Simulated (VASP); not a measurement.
Sc7AlF24: relaxation of cell and atoms with LDA

Crystal: Sc7AlF24.

```
Al Sc F
1.0
    -7.93470    0.00000    0.00000
     0.00000    0.00000    7.93470
     0.00000    7.93470    0.00000
Al Sc F
1 7 24
Direct
  0.50000 0.00000 0.00000
  0.50000 0.50000 0.00000
  0.50000 0.00000 0.50000
  0.50000 0.50000 0.50000
  0.00000 0.00000 0.00000
  0.00000 0.50000 0.00000
  0.00000 0.00000 0.50000
  0.00000 0.50000 0.50000
  0.25000 0.00000 0.00000
  0.25000 0.50000 0.00000
  0.25000 0.00000 0.50000
  0.25000 0.50000 0.50000
  0.75000 0.00000 0.00000
  0.75000 0.50000 0.00000
  0.75000 0.00000 0.50000
  0.75000 0.50000 0.50000
  0.50000 0.00000 0.25000
  0.50000 0.50000 0.25000
  0.50000 0.00000 0.75000
  0.50000 0.50000 0.75000
  0.00000 0.00000 0.25000
  0.00000 0.50000 0.25000
  0.00000 0.00000 0.75000
  0.00000 0.50000 0.75000
  0.50000 0.25000 0.00000
  0.50000 0.75000 0.00000
  0.50000 0.25000 0.50000
  0.50000 0.75000 0.50000
  0.00000 0.25000 0.00000
  0.00000 0.75000 0.00000
  0.00000 0.25000 0.50000
  0.00000 0.75000 0.50000
```

The cell was built by a generator and needn't be a form met in nature.

```json
{
 "Program": "VASP 6.6.1",
 "Task": "relaxation of cell and atoms",
 "Functional": "LDA",
 "Potentials or basis": "VASP PAW LDA potentials, release 64 (Al, Sc_sv, F)",
 "Cutoff": "600 eV",
 "k mesh": "4 × 4 × 4",
 "Occupations": "gaussian, width 0.03 eV",
 "Spin": "no spin polarisation",
 "Further INCAR settings": "LREAL = Auto; ALGO = Normal; EDIFF = 1e-06; IBRION = 2; EDIFFG = -0.01; NSW = 90; ISIF = 3"
}
```

| Property | Result |
| --- | --- |
| Relaxed volume | 15.24 Å³/atom |
| Relaxed cell | a = 7.871 Å, b = 7.871 Å, c = 7.871 Å, α = 90.00°, β = 90.00°, γ = 90.00° |
| Space group after relaxing (to 0.05 Å) | Pm-3m (No. 221) |
| Energy gained by relaxing | 29.1 meV/atom |
| Ionic steps | 5 |
| Pressure after relaxing | 0.0 GPa |
| Band gap on the k mesh | 5.94 eV, direct |

Step by step:
```csv
step,energy change (eV),largest force (eV/Å),pressure (GPa),volume (Å³)
1,0.0000,2.2959,-2.00,499.56
2,-0.9228,0.1625,0.42,485.62
3,-0.9242,0.1194,0.57,485.08
4,-0.9305,0.0646,-0.24,488.67
5,-0.9322,0.0092,0.00,487.55
```

Final structure:
```
Al Sc F
1.0
    -7.87055    0.00000    0.00000
     0.00000    0.00000    7.87055
     0.00000    7.87055    0.00000
Al Sc F
1 7 24
Cartesian
  -3.9353 0.0000 0.0000
  -3.9353 0.0000 3.9353
  -3.9353 3.9353 0.0000
  -3.9353 3.9353 3.9353
  0.0000 0.0000 0.0000
  0.0000 0.0000 3.9353
  0.0000 3.9353 0.0000
  0.0000 3.9353 3.9353
  -2.0853 0.0000 0.0000
  -1.9728 0.0000 3.9353
  -1.9728 3.9353 0.0000
  -1.9683 3.9353 3.9353
  -5.7853 0.0000 7.8705
  -5.8978 0.0000 3.9353
  -5.8978 3.9353 7.8705
  -5.9023 3.9353 3.9353
  -3.9353 1.8500 0.0000
  -3.9353 1.9625 3.9353
  -3.9353 6.0206 0.0000
  -3.9353 5.9080 3.9353
  0.0000 1.9625 0.0000
  0.0000 1.9670 3.9353
  0.0000 5.9080 0.0000
  0.0000 5.9036 3.9353
  -3.9353 0.0000 1.8500
  -3.9353 0.0000 6.0206
  -3.9353 3.9353 1.9625
  -3.9353 3.9353 5.9080
  0.0000 0.0000 1.9625
  0.0000 0.0000 5.9080
  0.0000 3.9353 1.9670
  0.0000 3.9353 5.9036
```

Levels at points of the mesh, in eV from the valence-band top:
```
           k point  band 120  band 121  band 122  band 123  band 124  band 125  band 126  band 127  band 128  band 129
(0.00, 0.00, 0.00)     -0.50     -0.50      0.00      0.00      0.00      5.94      5.94      5.94      6.10      6.10
(0.50, 0.00, 0.00)     -0.49     -0.49     -0.10     -0.10      0.00      5.95      6.10      6.34      6.34      6.43
(0.50, 0.50, 0.00)     -0.50     -0.44     -0.11     -0.10     -0.10      6.33      6.36      6.42      6.45      6.50
(0.50, 0.50, 0.50)     -0.45     -0.45     -0.11     -0.11     -0.11      6.66      6.66      6.66      6.71      6.71
```

Run time: 29 min on 4 MPI ranks on AMD EPYC 7R13 Processor (Zen 3), with other jobs on the host, peak memory 0.82 GiB a rank.

A k mesh can miss the band edges.
